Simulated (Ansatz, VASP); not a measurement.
## Sr2C: VASP beside Ansatz

```
C Sr
1.0
     0.00000    3.36014    3.36014
     3.36014    0.00000    3.36014
     3.36014    3.36014    0.00000
C Sr
1 2
Direct
  0.00000 0.00000 0.00000
  0.25000 0.25000 0.25000
  0.75000 0.75000 0.75000
```

The cell was built by a generator and needn't be a form met in nature.

Alike in both runs: task single point; functional PBE; k mesh 4 × 4 × 4; occupations fermi-dirac, width 0.02 eV; no spin polarisation.

```csv
,VASP,Ansatz
version,VASP 6.6.1,Ansatz 0.2.0
potentials or method,"VASP PAW PBE potentials, release 64 (C, Sr_sv)","plane waves, PAW"
plane-wave cutoff (eV),520,420
valence electrons in the cell,24,24
```

|  | VASP | Ansatz | Ansatz less VASP |
| --- | --- | --- | --- |
| pressure (GPa) | 0.4 | 0.2 | -0.19 |

The functional is the same, so the differences come from potentials, cutoffs and numerics.

Caveats: the k mesh is coarse (spacing up to 0.40 Å⁻¹), so the values aren't converged.
